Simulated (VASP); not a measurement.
Here is a VASP 6.6.1 calculation.

The input INCAR:

```
SYSTEM = InAs
  ALGO = Normal
  EDIFF = 1E-7
  EDIFFG = -0.005
  ENCUT = 600
  GGA = PS
  IBRION = 2
  ISIF = 3
  ISMEAR = 0
  LASPH = .TRUE.
  LCHARG = .FALSE.
  LREAL = .FALSE.
  LWAVE = .FALSE.
  NELM = 80
  NSW = 90
  PREC = Accurate
  SIGMA = 0.03
```

KPOINTS

```
k-points
0
G
  10 10 10
  0 0 0
```

The input POSCAR:

```
InAs                                    
1.0
    0.0000000000      3.0454540627      3.0454540627
    3.0454540627      0.0000000000      3.0454540627
    3.0454540627      3.0454540627     -0.0000000000
  In              As            
     1     1
Direct
     0.0000000000000000    0.0000000000000000    0.0000000000000000
     0.2500000000000000    0.2500000000000000    0.2500000000000000
```

Potentials or basis: VASP PAW PBE potentials, release 64 (In_d, As).

Launch:

```console
$ cat potpaw_PBE.64/In_d/POTCAR potpaw_PBE.64/As/POTCAR > POTCAR
$ mpirun -np 1 vasp_std > vasp.out
```

(1) Estimate the band gap on the k mesh.

## Answers

(1) none (metal or under the smearing width).

Caveat: the relaxation stopped at its first step, so nothing moved; this crystal is a semiconductor, whose small gap the functional closes, so the metal is an error of the method.
